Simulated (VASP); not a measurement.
Energy against volume of La (dhcp). These are RPBE GGA, VASP's PBE PAW potentials (set 64) (plane waves; VASP) values and carry that method's errors. Run with 520 eV cut-off, 9×9×3 Γ-centred mesh, first-order Methfessel-Paxton smearing of 0.10 eV, potentials La.

Shape and ions are relaxed at each volume.

```json
[
 {"V (Å³/atom)": "36.693", "E (eV/atom)": "-4.53381"},
 {"V (Å³/atom)": "37.864", "E (eV/atom)": "-4.54324"},
 {"V (Å³/atom)": "39.035", "E (eV/atom)": "-4.54684"},
 {"V (Å³/atom)": "40.206", "E (eV/atom)": "-4.54526"}
]
```

**Question.** Fit these four points and predict the energy of the run at 41.377 Å³/atom.

**Answer.** A cubic in V^(−2/3), the third-order Birch-Murnaghan form, passes through the four points with V0 = 39.24 Å³/atom and B0 = 23 GPa, and gives -4.5391 eV/atom there. The run gave -4.5390 eV/atom, +0.1 meV/atom from the fit; all five points give B0 = 23 GPa.

The compound is La in the dhcp structure. It was relaxed first.
